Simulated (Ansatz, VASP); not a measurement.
**Al2Si2As4WSeS (Al2SSe under WSi2As4, AA'): VASP beside Ansatz**

Aim: how closely do two programs agree when they are given the same cell, functional and k mesh? Of the first pair: The structure shown is the start of the Ansatz relaxation below; VASP solves that cell, so the two are compared at the walk's first step.

Method: plane waves, with VASP 6.6.1 beside it; single point at PBE with D3(BJ), in Ansatz 0.2.0.

### Step 1. The structure

The cell holds 11 atoms: 1 Se, 2 Al, 1 S, 4 As, 2 Si and 1 W. Its edges and angles: a = 3.660 Å, b = 3.660 Å, c = 64.206 Å, α = 90.0°, β = 90.0°, γ = 120.0°. Vacuum lies along c.

As a file:

```cif
data_structure
_symmetry_space_group_name_H-M 'P 1'
_symmetry_Int_Tables_number 1
_cell_length_a 3.6597
_cell_length_b 3.6597
_cell_length_c 64.2060
_cell_angle_alpha 90.000
_cell_angle_beta 90.000
_cell_angle_gamma 120.000
_cell_volume 744.73
loop_
_atom_site_label
_atom_site_type_symbol
_atom_site_fract_x
_atom_site_fract_y
_atom_site_fract_z
_atom_site_occupancy
Se1 Se 0.33333 0.66667 0.37068 1
Al2 Al 0.00000 0.00000 0.38922 1
Al3 Al 0.00000 0.00000 0.42691 1
S4 S 0.33333 0.66667 0.44000 1
As5 As 0.33333 0.66667 0.48673 1
As6 As 0.00000 0.00000 0.53333 1
As7 As 0.00000 0.00000 0.58272 1
As8 As 0.33333 0.66667 0.62932 1
Si9 Si 0.00000 0.00000 0.49860 1
Si10 Si 0.00000 0.00000 0.61745 1
W11 W 0.33333 0.66667 0.55802 1
```

### Step 2. Ansatz: relaxation, PBE with D3(BJ)

Ansatz runs on its default PAW (the set named soft_2) files.

The two programs are compared at the cell with which this relaxation starts, whose forces are those of its first step.

input.yaml reads:

```yaml
crystal:
  lattice:
    - [3.6597, 0.0, 0.0]
    - [-1.82985, 3.1693931702, 0.0]
    - [0.0, 0.0, 64.2059899286]
  atoms:
    - { symbol: Se, position: [0.3333333333, 0.6666666667, 0.3706819259] }
    - { symbol: Al, position: [0.0, 0.0, 0.3892178274] }
    - { symbol: Al, position: [0.0, 0.0, 0.4269090149] }
    - { symbol: S, position: [0.3333333333, 0.6666666667, 0.4400037294] }
    - { symbol: As, position: [0.3333333333, 0.6666666667, 0.4867283419] }
    - { symbol: Si, position: [0.0, 0.0, 0.4985959438] }
    - { symbol: As, position: [0.0, 0.0, 0.5333279058] }
    - { symbol: W, position: [0.3333333333, 0.6666666667, 0.558023208] }
    - { symbol: As, position: [0.0, 0.0, 0.5827185103] }
    - { symbol: Si, position: [0.0, 0.0, 0.6174504722] }
    - { symbol: As, position: [0.3333333333, 0.6666666667, 0.6293180741] }
  periodic: [true, true, false]
kpoints:
  mp_grid: { grid: [12, 12, 1] }
hamiltonian:
  xc: pbe
  dispersion: d3bj
scf:
  occupations: { method: fermi_dirac, width: 0.05 }
  convergence: { dr2_threshold: 1.0e-09 }
relax:
  f_tol: 0.004
  max_steps: 90
  cell: {}
output:
  write_potential: true
  write_density: true
  volumetric_format: npy
```

On the command line:

```
$ ansatz run input.yaml --threads 4 --pin off --max-ram 12288MiB --backend cpu --events-out ev --progress --plain --runs-dir out
```

Numbers of over 12 decimals in the logs are rounded to 6 here.

Log:

```text
Warning: relax.cell: scf.convergence.dr2_threshold = 1e-9 eV is looser than the 1.55393854914e-10 eV advised for a relaxation that steers and ends on the stress (1e-10 eV for each atom of the cell: 11, times the square of relax.cell.stress_2d_tol = 0.05 N/m over 26.6 Å (the atoms' height at the walk's start and 5 Å past either face), 1.879e-2 GPa, over a crystal's default 0.05). What an SCF threshold leaves in a stress goes as its square root, and in the free energy as the threshold itself, and one threshold admits the most on a small cell: [figures from the program's tests cut] Set scf.convergence.dr2_threshold to 1.55393854914e-10 eV or tighter. [rest of the remark cut]
Engine: ansatz 0.2.0, x86_64-unknown-linux-gnu
Pseudopotentials: kind: paw
Pseudopotential: Se, paw, valence charge 16, recommended cutoff 420 eV (normal), Se.paw.azcp
Pseudopotential: Al, paw, valence charge 3, recommended cutoff 420 eV (normal), Al.paw.azcp
Pseudopotential: S, paw, valence charge 6, recommended cutoff 420 eV (normal), S.paw.azcp
Pseudopotential: As, paw, valence charge 15, recommended cutoff 420 eV (normal), As.paw.azcp
Pseudopotential: Si, paw, valence charge 4, recommended cutoff 420 eV (normal), Si.paw.azcp
Pseudopotential: W, paw, valence charge 14, recommended cutoff 420 eV (normal), W.paw.azcp
Functional definition: PBE
  parameter kappa = 0.804
  parameter beta = 0.066725
  exchange = pbe_x(kappa = kappa, mu = beta*pi^2/3)
  correlation = pbe_c(beta = beta)
Crystal: 11 atoms, lattice volume = 744.727 Å³
Basis set: ecut = 420 eV, 14399 PW (Γ), exchange–correlation on 50×50×864 points (8 copies of the dense FFT grid, shifted against one another)
Bands: 66, of which v1, the nominal top of the filled ones, is band 55 counted from 1 (54 counted from 0)
Symmetry: 6 space group operations
Space group: P3m1 (ITA 156), of the structure as read, at distance tolerance 9.1e-5 Å
k-points: 19 of 144 (time reversal used)
Non-local potential: Se, projectors of the file, l = 0: 2, l = 1: 2, l = 2: 3, l = 3: 1
Non-local potential: Al, projectors of the file, l = 0: 2, l = 1: 2, l = 2: 1
Non-local potential: S, projectors of the file, l = 0: 2, l = 1: 2, l = 2: 2
Non-local potential: As, projectors of the file, l = 0: 2, l = 1: 2, l = 2: 3, l = 3: 1
Non-local potential: Si, projectors of the file, l = 0: 2, l = 1: 2, l = 2: 2
Non-local potential: W, projectors of the file, l = 0: 3, l = 1: 2, l = 2: 2, l = 3: 1
PAW form: soft (Blöchl's): semilocal exchange-correlation on the pseudo side does not see the compensation charge
PAW one-centre angular grid: Se, 590 points (default); XC on 64 Gauss nodes
PAW one-centre angular grid: Al, 110 points (default); XC on 64 Gauss nodes
PAW one-centre angular grid: S, 110 points (default); XC on 64 Gauss nodes
PAW one-centre angular grid: As, 590 points (default); XC on 64 Gauss nodes
PAW one-centre angular grid: Si, 110 points (default); XC on 64 Gauss nodes
PAW one-centre angular grid: W, 590 points (default); XC on 64 Gauss nodes
Initial density: superposition of atomic densities (neutral atoms: chi_scale 0, normalization atom), corrected by the library's trained network
Initial wavefunctions: pseudopotential atomic-orbital guess
Functional: x = pbe(κ = 0.804, μ = 0.219515), c = pbe(β = 0.066725)
SCF iter   1: F=—  HF=-38532.181440 eV  |F-HF|=—  |Δ(HF+E_count)|=         —  Δρ=3.68e-3  dr2=1.41e0  ethr=1.77e-3  ⟨swp⟩=14.0  Hψ=7618  notcnv=0  defer=15
preconditioner: auto → LDOS  [insulator: Δε(μ)=0.380 eV  Ē_g=8.362 eV  σ=0.050 eV  W_gap=0.96  n_scr=46 (ndim 8)  ℏωp=9.8 eV  f_vac=0.684  D(μ)=0.08/eV (n_scr^D=2)  ε∞_Penn≈2.4  β→1.0]
SCF iter   2: F=—  HF=-38533.268263 eV  |F-HF|=—  |Δ(HF+E_count)|=    1.09e0  Δρ=1.57e-2  dr2=3.02e1  ethr=1.29e-3  ⟨swp⟩=5.6  Hψ=2498  notcnv=0  defer=53  recentre
SCF iter   3: F=—  HF=-38532.095151 eV  |F-HF|=—  |Δ(HF+E_count)|=    1.17e0  Δρ=1.97e-3  dr2=5.03e-1  ethr=1.29e-3  ⟨swp⟩=5.2  Hψ=2394  notcnv=0  defer=57
SCF iter   4: F=—  HF=-38532.057655 eV  |F-HF|=—  |Δ(HF+E_count)|=   3.75e-2  Δρ=1.12e-3  dr2=9.57e-2  ethr=4.57e-4  ⟨swp⟩=4.2  Hψ=2068  notcnv=0  defer=62
SCF iter   5: F=—  HF=-38532.049242 eV  |F-HF|=—  |Δ(HF+E_count)|=   8.41e-3  Δρ=4.33e-4  dr2=1.64e-2  ethr=8.70e-5  ⟨swp⟩=2.9  Hψ=2031  notcnv=0  defer=62
SCF iter   6: F=—  HF=-38532.048000 eV  |F-HF|=—  |Δ(HF+E_count)|=   1.24e-3  Δρ=2.73e-4  dr2=6.88e-3  ethr=1.49e-5  ⟨swp⟩=2.7  Hψ=1769  notcnv=0  defer=62
[...]
basis re-selected at this cell: Δ(F+E_penalty+E_count) = +1.244e-3 eV, ΔP = -0.017 N/m vs the last step (what re-selecting the basis moved, of the pressure what is left beyond the Pulay correction that the steps carried, after the strain that the cell walked since its last selection, with what the two solves' SCF thresholds leave and, on support functions, any second-order correction that the steps lacked; it is no measure of the basis error at this ecutwfc). The dense FFT grid was sized anew with the basis: this SCF ran on 24×24×432 points, the steps before it on 25×25×432, so part of this shift can come from that change (see relax.cell in the input reference). [rest of the remark cut]
WARN: The output density's exchange-correlation potential varies sharply where the density is thin. Do not read a vacuum level from v_tot or v_xc, or from such a field of the output density. On a cell that repeats whose density bears no net charge and no dipole along the vacuum's axis use v_es (v_loc + v_h of the components); under efield.dipole_correction with no amplitude use v_es + v_field, which holds any externa [...]
SCF converged after 7 iterations
Free energy (F): -38534.058065 eV
Harris-Foulkes:  -38534.058065 eV  (|F-HF|=6.98e-10)
Internal energy: -38534.058017 eV  (E = F + TS)
E sigma→0 (E₀):  -38534.058041 eV
Entropy (-TS):   -0.000048 eV (-0.004 meV/atom)
Fermi energy:    -4.425196 eV
--- Per-component energies (eV) ---
  E_band       = -3076.866011
  E_kinetic    = 1218.640874
  E_local      = -916018.488128  (includes V_loc(G=0)·N_el)
  E_nonlocal   = -3174.871264
  E_hartree    = 457394.489531
  E_xc         = -976.155457
  E_vxc        = -894.388793  (∫ρ·V_xc dr)
  E_paw        = -20376.242273  (= ΣΔE_a)
  E_vpaw       = 1003.259861  (= ΣTr[D̂ρ^β])
  E_aug_tail   = -0.000618  (compensation charges beyond the density's cutoff)
  E_ewald      = 443402.149998
  E_disp       = -3.580681  (pairwise vdW)
  E_smearing   = -0.000048  (= −TS)
  E_closure    = 0.000000  (closes the sum)
  Σ components = -38534.058065   (vs F -38534.058065, Δ=0.00e0)
--- Forces (eV/Å), atoms counted from 1 ---
  atom   1  Se     0.00000000    -0.00000000    -0.00032937
  atom   2  Al     0.00000000     0.00000000     0.00034530
  atom   3  Al     0.00000000     0.00000000    -0.00002801
  atom   4  S      0.00000000    -0.00000000    -0.00001960
  atom   5  As     0.00000000    -0.00000000    -0.00014536
  atom   6  Si     0.00000000     0.00000000     0.00013555
  atom   7  As     0.00000000    -0.00000000    -0.00007778
  atom   8  W      0.00000000    -0.00000000     0.00001256
  atom   9  As     0.00000000    -0.00000000     0.00008077
  atom  10  Si     0.00000000     0.00000000    -0.00000638
  atom  11  As     0.00000000    -0.00000000     0.00003333
  max |Σ_I F_I| component: 1.01e-6 eV/Å
--- 2D stress c σ (N/m, compression-positive) ---
       -0.017150      -0.000000      -0.000000
       -0.000000      -0.017150      -0.000000
       -0.000000      -0.000000      -0.000000
  P = ½ c Tr σ = -0.0171 N/m
--- Band table (eV; the first three rows and the last of 19) ---
  k-point 0: bands = [... 51 lower, -5.3825, -5.2983, -5.2983, -4.9242, -2.5968, -2.1333, -2.0889, -1.9948, ... 7 higher]
  k-point 1: bands = [... 51 lower, -5.6051, -5.5817, -5.4810, -4.9247, -2.3441, -2.2835, -2.1369, -1.8019, ... 7 higher]
  k-point 2: bands = [... 51 lower, -6.0090, -5.8815, -5.7653, -5.1019, -2.7756, -2.7273, -1.9559, -1.8377, ... 7 higher]
  k-point 18: bands = [... 51 lower, -6.8769, -6.5451, -5.7882, -4.7460, -4.0702, -3.9938, -3.5708, -3.1455, ... 7 higher]
  the weakly bound empty levels are not read free of the cell's end (no_gap_told)
--- Relaxed structure (10 steps of the walk, 10 accepted, 1 SCFs on fresh bases) ---
  F+E_penalty+E_count = -38534.05806474 eV   max|allowed force component| = 3.452e-4 eV/Å   (the final SCF, on the basis selected at the relaxed cell)
  cell:  # Å, volume = 714.4454 Å³
    - [3.584523, 0.0, 0]
    - [-1.792262, 3.104288, 0]
    - [0, 0, 64.2059899286]
  atoms:
    - { symbol: Se, position: [0.333333, 0.666667, 0.354616] }
    - { symbol: Al, position: [-4.099014263177939e-17, -2.691449756745379e-17, 0.373984] }
    - { symbol: Al, position: [-3.572575224827898e-17, -2.691449756745379e-17, 0.414016] }
    - { symbol: S, position: [0.333333, 0.666667, 0.430460] }
    - { symbol: As, position: [0.333333, 0.666667, 0.488476] }
    - { symbol: Si, position: [9.713626378505983e-18, -2.6914497567453783e-17, 0.505907] }
    - { symbol: As, position: [1.3724490336031032e-17, -2.691449756745378e-17, 0.542422] }
    - { symbol: W, position: [0.333333, 0.666667, 0.565695] }
    - { symbol: As, position: [7.326554074518055e-18, -2.691449756745378e-17, 0.588968] }
    - { symbol: Si, position: [1.1368195909876747e-17, -2.691449756745378e-17, 0.625497] }
    - { symbol: As, position: [0.333333, 0.666667, 0.642933] }
```

In the SCF lines HF is the Harris–Foulkes energy and dr2 the Hartree energy of the density residual, in eV; the loop may stop once dr2 is under the threshold and the program's other checks hold. Hψ counts applications of the Hamiltonian.

(Continued in part 2 of 3.)

[Lines on the potential files, build, host, timing and source positions are cut from VASP's logs without a mark.]

[Logs are printed without paths, hosts, clocks, repeated set-up lines and the standing remarks that a program may print on its own settings, such as how far it seeks lower states.]

[Hosts, paths, dates, database ids (printed as entryN), source tags and the programs' standing remarks are cut or masked in the printed files.]
